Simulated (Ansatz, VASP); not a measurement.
# Si11H4O2 (dichlorosilane fragment with one ligand changed to OH on HO:Si(111)): VASP beside Ansatz, part 2 of 2

Aim: how closely do two programs agree when they are given the same cell, functional and k mesh? The cell is taken from a series of runs on this material, whose earlier steps may have relaxed, scaled, displaced or heated it; both programs get it as it stands.

VASP 6.6.1 and Ansatz 0.2.0.

So far: Set-up; VASP: single point, r2SCAN with D4.

**3. Ansatz: single point, r2SCAN with D4**

Level of this step: Ansatz beside VASP: Kohn-Sham DFT, plane waves, r2SCAN with D4 (Ansatz).

Ansatz runs on its default PAW (the set named soft_2) files.

The same cell, functional, mesh and smearing now go to Ansatz, which takes its cutoff from its data sets.

input.yaml reads:

```yaml
crystal:
  lattice:
    - [11.60362, 0.0, 0.0]
    - [-5.80181, 10.04903, 0.0]
    - [0.0, 0.0, 26.70113]
  atoms:
    - { symbol: Si, position: [0.0, 0.0, 0.09288] }
    - { symbol: Si, position: [0.22222, 0.11111, 0.12245] }
    - { symbol: Si, position: [0.22236, 0.11065, 0.21018] }
    - { symbol: Si, position: [0.11137, 0.22217, 0.23799] }
    - { symbol: Si, position: [0.11167, 0.22102, 0.32581] }
    - { symbol: Si, position: [0.99947, 0.99858, 0.35431] }
    - { symbol: Si, position: [1.0, 0.33333, 0.09288] }
    - { symbol: Si, position: [0.22222, 0.44444, 0.12245] }
    - { symbol: Si, position: [0.22202, 0.4441, 0.20952] }
    - { symbol: Si, position: [0.11107, 0.55559, 0.23706] }
    - { symbol: Si, position: [0.11119, 0.55444, 0.3244] }
    - { symbol: Si, position: [0.00023, 0.33201, 0.35289] }
    - { symbol: Si, position: [1.0, 0.66667, 0.09288] }
    - { symbol: Si, position: [0.22222, 0.77778, 0.12245] }
    - { symbol: Si, position: [0.22214, 0.77829, 0.20989] }
    - { symbol: Si, position: [0.11063, 0.88847, 0.23917] }
    - { symbol: Si, position: [0.11054, 0.88662, 0.32761] }
    - { symbol: Si, position: [0.99927, 0.66214, 0.35468] }
    - { symbol: Si, position: [0.33333, 0.0, 0.09288] }
    - { symbol: Si, position: [0.55556, 0.11111, 0.12245] }
    - { symbol: Si, position: [0.55481, 0.11084, 0.20979] }
    - { symbol: Si, position: [0.44457, 0.22226, 0.23899] }
    - { symbol: Si, position: [0.44567, 0.22145, 0.32735] }
    - { symbol: Si, position: [0.33397, 0.99817, 0.35497] }
    - { symbol: Si, position: [0.33333, 0.33333, 0.09288] }
    - { symbol: Si, position: [0.55556, 0.44444, 0.12245] }
    - { symbol: Si, position: [0.55521, 0.44397, 0.20983] }
    - { symbol: Si, position: [0.44425, 0.55568, 0.2373] }
    - { symbol: Si, position: [0.44346, 0.55405, 0.32485] }
    - { symbol: Si, position: [0.3342, 0.3328, 0.35421] }
    - { symbol: Si, position: [0.33333, 0.66667, 0.09288] }
    - { symbol: Si, position: [0.55556, 0.77778, 0.12245] }
    - { symbol: Si, position: [0.55511, 0.77815, 0.20963] }
    - { symbol: Si, position: [0.44415, 0.8889, 0.23852] }
    - { symbol: Si, position: [0.44499, 0.88768, 0.32663] }
    - { symbol: Si, position: [0.33244, 0.66393, 0.35376] }
    - { symbol: Si, position: [0.66667, 0.0, 0.09288] }
    - { symbol: Si, position: [0.88889, 0.11111, 0.12245] }
    - { symbol: Si, position: [0.88956, 0.11147, 0.20937] }
    - { symbol: Si, position: [0.77771, 0.22206, 0.23655] }
    - { symbol: Si, position: [0.77854, 0.22108, 0.32365] }
    - { symbol: Si, position: [0.66896, 0.00041, 0.3535] }
    - { symbol: Si, position: [0.66667, 0.33333, 0.09288] }
    - { symbol: Si, position: [0.88889, 0.44444, 0.12245] }
    - { symbol: Si, position: [0.88875, 0.44465, 0.2094] }
    - { symbol: Si, position: [0.77757, 0.55537, 0.23776] }
    - { symbol: Si, position: [0.77754, 0.55425, 0.32558] }
    - { symbol: Si, position: [0.6702, 0.33181, 0.35413] }
    - { symbol: Si, position: [0.66667, 0.66667, 0.09288] }
    - { symbol: Si, position: [0.88889, 0.77778, 0.12245] }
    - { symbol: Si, position: [0.8891, 0.77787, 0.20983] }
    - { symbol: Si, position: [0.77771, 0.88933, 0.23704] }
    - { symbol: Si, position: [0.77864, 0.88932, 0.32444] }
    - { symbol: Si, position: [0.66631, 0.66712, 0.35159] }
    - { symbol: H, position: [0.0, 0.0, 0.03745] }
    - { symbol: O, position: [0.99989, 0.99336, 0.41743] }
    - { symbol: H, position: [0.95199, 0.03263, 0.43314] }
    - { symbol: H, position: [1.0, 0.33333, 0.03745] }
    - { symbol: O, position: [0.00343, 0.32627, 0.41606] }
    - { symbol: H, position: [0.9577, 0.36758, 0.43194] }
    - { symbol: H, position: [1.0, 0.66667, 0.03745] }
    - { symbol: O, position: [0.00314, 0.64492, 0.41725] }
    - { symbol: H, position: [0.92655, 0.63545, 0.43609] }
    - { symbol: H, position: [0.33333, 0.0, 0.03745] }
    - { symbol: O, position: [0.34142, 0.99084, 0.41794] }
    - { symbol: H, position: [0.29829, 0.03193, 0.43581] }
    - { symbol: H, position: [0.33333, 0.33333, 0.03745] }
    - { symbol: O, position: [0.34076, 0.33207, 0.41734] }
    - { symbol: H, position: [0.29962, 0.37769, 0.43346] }
    - { symbol: H, position: [0.33333, 0.66667, 0.03745] }
    - { symbol: O, position: [0.33302, 0.65079, 0.41668] }
    - { symbol: H, position: [0.28415, 0.68654, 0.43408] }
    - { symbol: H, position: [0.66667, 0.0, 0.03745] }
    - { symbol: O, position: [0.68322, 0.00227, 0.41641] }
    - { symbol: H, position: [0.65041, 0.0544, 0.43331] }
    - { symbol: H, position: [0.66667, 0.33333, 0.03745] }
    - { symbol: O, position: [0.68825, 0.32544, 0.41655] }
    - { symbol: H, position: [0.69401, 0.39966, 0.43603] }
    - { symbol: H, position: [0.66667, 0.66667, 0.03745] }
    - { symbol: O, position: [0.66851, 0.67449, 0.41408] }
    - { symbol: Si, position: [0.66889, 0.642, 0.47258] }
    - { symbol: O, position: [0.75672, 0.56133, 0.47546] }
    - { symbol: H, position: [0.77413, 0.54036, 0.50879] }
    - { symbol: H, position: [0.73999, 0.76698, 0.50232] }
    - { symbol: H, position: [0.53228, 0.55241, 0.4921] }
kpoints:
  mp_grid: { grid: [1, 1, 1] }
hamiltonian:
  xc: r2scan
  dispersion: d4
scf:
  occupations: { method: fermi_dirac, width: 0.025 }
output:
  forces: true
```

The run is started by

```sh
$ ansatz run input.yaml --threads 4 --pin off --max-ram 8192MiB --backend cpu --events-out ev --progress --plain --runs-dir out
```

Numbers of over 12 decimals in the logs are rounded to 6 here.

The program printed:

```text
Engine: ansatz 0.2.0, aarch64-unknown-linux-gnu
Pseudopotentials: kind: paw
Pseudopotential: Si, paw, valence charge 4, recommended cutoff 500 eV (meta_gga), Si.paw.azcp
Pseudopotential: H, paw, valence charge 1, recommended cutoff 500 eV (meta_gga), H.paw.azcp
Pseudopotential: O, paw, valence charge 6, recommended cutoff 500 eV (meta_gga), O.paw.azcp
Functional definition: r2SCAN
  parameter k0 = 0.174
  parameter k1 = 0.065
  parameter a1 = 4.9479
  exchange = r2scan_x(k0 = k0, k1 = k1, a1 = a1)
  correlation = r2scan_c
Crystal: 85 atoms, lattice volume = 3113.489 Å³
Basis set: ecut = 500 eV, 78973 PW (Γ), exchange–correlation on 360×360×800 points (64 copies of the dense FFT grid, shifted against one another)
Bands: 235, of which v1, the nominal top of the filled ones, is band 150 counted from 1 (149 counted from 0)
Symmetry: 1 space group operations
Space group: P1 (ITA 1), of the structure as read, at distance tolerance 1.5e-4 Å
k-points: 1
Non-local potential: Si, projectors of the file, l = 0: 2, l = 1: 2, l = 2: 2
Non-local potential: H, projectors of the file, l = 0: 2, l = 1: 1
Non-local potential: O, projectors of the file, l = 0: 2, l = 1: 2, l = 2: 1
PAW form: soft (Blöchl's): semilocal exchange-correlation on the pseudo side does not see the compensation charge
PAW frozen core: Si, regenerated for the run's functional (the file was generated under x = pbe(κ = 0.804, μ = 0.219515), c = pbe(β = 0.066725))
PAW frozen core: O, regenerated for the run's functional (the file was generated under x = pbe(κ = 0.804, μ = 0.219515), c = pbe(β = 0.066725))
PAW one-centre angular grid: Si, 302 points (default); XC on 160 Gauss nodes
PAW one-centre angular grid: H, 302 points (default); XC on 160 Gauss nodes
PAW one-centre angular grid: O, 302 points (default); XC on 160 Gauss nodes
Initial density: superposition of atomic densities (neutral atoms: chi_scale 0, normalization atom), corrected by the library's trained network
Initial wavefunctions: pseudopotential atomic-orbital guess
Functional: x = r2scan, c = r2scan; τ floored in thin density (d = 2e-4 eV/Å³)
SCF iter   1: F=—  HF=-41155.134531 eV  |F-HF|=—  |Δ(HF+E_count)|=         —  Δρ=4.61e-3  dr2=1.45e0  dr2_τ=1.69e0  ethr=1.77e-3  ⟨swp⟩=8.0  Hψ=1325  notcnv=0  defer=25
preconditioner: auto → Resta (q_TF=auto, 1.847 Å⁻¹)  ε∞=2.5  [insulator: Δε(μ)=1.257 eV  Ē_g=9.115 eV  σ=0.025 eV  W_gap=1.00  n_scr=332 (ndim 8)  ℏωp=11.1 eV  f_vac=0.523  D(μ)=0.00/eV (n_scr^D=0)  ε∞_Penn≈2.5  vacuum switching on, ρ_ref=6.0e-3 e/Å³]
SCF iter   2: F=—  HF=-41155.253366 eV  |F-HF|=—  |Δ(HF+E_count)|=   1.19e-1  Δρ=2.80e-3  dr2=2.36e-1  dr2_τ=1.13e-2  ethr=4.85e-4  ⟨swp⟩=3.0  Hψ=447  notcnv=0  defer=71
SCF iter   3: F=—  HF=-41155.253488 eV  |F-HF|=—  |Δ(HF+E_count)|=   1.22e-4  Δρ=1.41e-3  dr2=5.89e-2  dr2_τ=1.03e-3  ethr=7.85e-5  ⟨swp⟩=3.0  Hψ=281  notcnv=0  defer=9
automatic band count: iteration 3 solves 173 bands in place of 235: the levels show a gap, and the empty bands left out lie too high to hold charge; the band table lists the bands solved (type scf.n_extra_bands for more)
SCF iter   4: F=—  HF=-41155.259675 eV  |F-HF|=—  |Δ(HF+E_count)|=   6.19e-3  Δρ=2.54e-4  dr2=3.85e-3  dr2_τ=1.72e-4  ethr=1.96e-5  ⟨swp⟩=2.0  Hψ=303  notcnv=0  defer=9
SCF iter   5: F=—  HF=-41155.259539 eV  |F-HF|=—  |Δ(HF+E_count)|=   1.36e-4  Δρ=8.92e-5  dr2=3.27e-4  dr2_τ=1.52e-5  ethr=1.28e-6  ⟨swp⟩=2.0  Hψ=314  notcnv=0  defer=9
SCF iter   6: F=—  HF=-41155.259887 eV  |F-HF|=—  |Δ(HF+E_count)|=   3.49e-4  Δρ=3.95e-5  dr2=1.08e-4  dr2_τ=2.37e-6  ethr=1.09e-7  ⟨swp⟩=3.0  Hψ=315  notcnv=0  defer=9
SCF iter   7: F=—  HF=-41155.259945 eV  |F-HF|=—  |Δ(HF+E_count)|=   5.72e-5  Δρ=2.23e-5  dr2=2.98e-5  dr2_τ=1.87e-6  ethr=3.60e-8  ⟨swp⟩=2.0  Hψ=312  notcnv=0  defer=9
SCF iter   8: F=—  HF=-41155.258705 eV  |F-HF|=—  |Δ(HF+E_count)|=   1.24e-3  Δρ=5.82e-6  dr2=1.94e-6  dr2_τ=7.33e-8  ethr=9.94e-9  ⟨swp⟩=2.0  Hψ=291  notcnv=0  defer=9
SCF iter   9: F=—  HF=-41155.258708 eV  |F-HF|=—  |Δ(HF+E_count)|=   2.90e-6  Δρ=2.82e-6  dr2=3.20e-7  dr2_τ=1.85e-8  ethr=6.47e-10  ⟨swp⟩=2.0  Hψ=314  notcnv=0  defer=9
SCF iter  10: F=-41155.258709 eV  HF=-41155.258709 eV  |F-HF|=2.21e-8  |Δ(HF+E_count)|=   3.14e-7  Δρ=7.10e-7  dr2=1.56e-8  dr2_τ=1.59e-9  ethr=3.33e-11  ⟨swp⟩=5.0  Hψ=750  notcnv=0
SCF 1 converged in 10 iterations: F = -41155.258709 eV  dr2 = 1.56e-8
  greatest PAW one-centre occupation: 0.872 electrons in one spin orbital (limit 2), on the O atom at site 58 (counted from 0), in its partial waves of l = 0
SCF converged after 10 iterations
Free energy (F): -41155.258709 eV
Harris-Foulkes:  -41155.258709 eV  (|F-HF|=2.21e-8)
Internal energy: -41155.258709 eV  (E = F + TS)
E sigma→0 (E₀):  -41155.258709 eV
Fermi energy:    0.266582 eV
--- Per-component energies (eV) ---
  E_band       = -2034.526425
  E_kinetic    = 4295.885320
  E_local      = -103903.529338  (includes V_loc(G=0)·N_el)
  E_nonlocal   = 1875.981603
  E_hartree    = 50041.284512
  E_xc         = -3742.016604
  E_vxc        = -4052.107516  (∫ρ·V_xc dr)
  E_paw        = -30193.367396  (= ΣΔE_a)
  E_vpaw       = -532.417033  (= ΣTr[D̂ρ^β])
  E_aug_tail   = 0.001711  (compensation charges beyond the density's cutoff)
  E_vtau       = 199.086758  (kinetic-family band-sum trace: ∫τ·v_τ [+ j·A + Jᵃ·Aᵃ] dr)
  E_ewald      = 40480.713561
  E_disp       = -5.688854  (pairwise vdW)
  E_core_change = -4.523223  (= ΣΔE_core)
  E_smearing   = -0.000000  (= −TS)
  E_closure    = -0.000000  (closes the sum)
  Σ components = -41155.258709   (vs F -41155.258709, Δ=0.00e0)
--- Forces (eV/Å), atoms counted from 1 ---
  atom   1  Si    -0.01445008     0.00343364     0.69134539
  atom   2  Si     0.03025918    -0.02570501    -0.39441842
  atom   3  Si    -0.00115253     0.00291616    -0.00640782
  atom   4  Si     0.00700299    -0.00615678     0.01150493
  atom   5  Si    -0.00320981     0.00483442     0.03867380
  atom   6  Si     0.01419508    -0.01387754     0.37340139
  atom   7  Si     0.00311581    -0.00483938     0.68217712
  atom   8  Si     0.00487701    -0.02030811    -0.53756979
  atom   9  Si     0.00149736     0.00603645    -0.01382419
  atom  10  Si     0.00583115    -0.00245603     0.01970215
  atom  11  Si    -0.00444259     0.00080099     0.04760388
  atom  12  Si     0.02059358    -0.01823800     0.37334984
  atom  13  Si    -0.00334317    -0.00886318     0.68107068
  atom  14  Si    -0.01803936     0.04460855    -0.45468632
  atom  15  Si    -0.00114260     0.00066758    -0.00903130
  atom  16  Si     0.00523301    -0.00510087     0.00717167
  atom  17  Si    -0.00495667     0.00852111     0.03569308
  atom  18  Si     0.04435663    -0.03952079     0.35388752
  atom  19  Si     0.00484597     0.00024368     0.66527638
  atom  20  Si    -0.05516427    -0.01986322    -0.47707654
  atom  21  Si    -0.00171171    -0.00026430    -0.00757971
  atom  22  Si     0.00409019    -0.00296346     0.00916522
  atom  23  Si    -0.00797400    -0.00134936     0.03716920
  atom  24  Si     0.03878183    -0.02264841     0.37774933
[...]
atom  78  H      0.18187375    -0.36030700    -0.23513398
  atom  79  H      0.00133452    -0.00151376    -0.21658579
  atom  80  O      0.04194983    -0.12249836     0.04340598
  atom  81  Si     0.22341469    -0.05864439    -0.22759061
  atom  82  O     -0.28134520     0.12820392     0.36786128
  atom  83  H     -0.14396341     0.09644204    -0.40770484
  atom  84  H     -0.00670517    -0.19086849    -0.09349843
  atom  85  H      0.16019828     0.12894213    -0.06358867
  max |Σ_I F_I| component: 4.05e-5 eV/Å
```

The column dr2 measures how far the density is from self-consistency, as an energy; F and HF (Harris–Foulkes) agree once it is small.

**4. Differences**

Known differences besides the potentials themselves: VASP keeps PBE cores, Ansatz makes them for the functional; the cutoff is 500 eV in Ansatz and 580 eV in VASP (PREC = Accurate, projectors in real space). Total energies have different zeros and are not compared.

Both answers:

```
              quantity  Ansatz   VASP  difference
gap on the k mesh (eV)   1.259  1.273      -0.014
```

Forces on 10 of the 85 atoms, those with the largest forces and the largest differences (eV/Å; atoms numbered as in POSCAR):

```
atom         Ansatz x, y, z           VASP x, y, z
 Si1   -0.014, 0.003, 0.691   -0.015, 0.004, 0.677
 Si7   0.003, -0.005, 0.682   0.003, -0.005, 0.667
Si25   -0.005, 0.012, 0.699   -0.005, 0.012, 0.684
Si31   0.008, -0.001, 0.701   0.008, -0.001, 0.686
Si37   0.002, -0.004, 0.703   0.002, -0.004, 0.688
Si43    0.005, 0.006, 0.689    0.005, 0.006, 0.674
Si49   -0.001, 0.002, 0.721   -0.001, 0.002, 0.706
 H63  0.329, -0.183, -0.195  0.224, -0.125, -0.085
 H69  0.301, -0.232, -0.179  0.204, -0.154, -0.074
 H73  -0.144, 0.096, -0.408  -0.062, 0.047, -0.273
```

The forces differ by 40 meV/Å r.m.s., which is 19.9 % of the r.m.s. force of 0.199 eV/Å (both taken over all components). A gap on the mesh is an upper bound, since the band edges may lie between its points. With vacuum in the cell, a pressure given here is an average over mostly empty space and none of the material.

**5. What came out**

| Quantity | Value |
| --- | --- |
| r.m.s. force difference (single point, r2SCAN with D4) | 40 meV/Å |

What this shows: The r.m.s. force difference is 40 meV/Å (single point, r2SCAN with D4), beyond the 12 meV/Å picked in this series as the mark of a large difference. What causes the difference of the single point, r2SCAN with D4 pair stays open here. VASP runs on this material, other cells of it included, that failed, so that no pair exists: single point, r2SCAN (not converged). How closely two codes agree says nothing of how well the functional describes the real material.

[Lines on the potential files, build, host, timing and source positions are cut from VASP's logs without a mark.]

[Logs are printed without paths, hosts, clocks, repeated set-up lines and the standing remarks that a program may print on its own settings, such as how far it seeks lower states.]

[Hosts, paths, dates, database ids (printed as entryN), source tags and the programs' standing remarks are cut or masked in the printed files.]
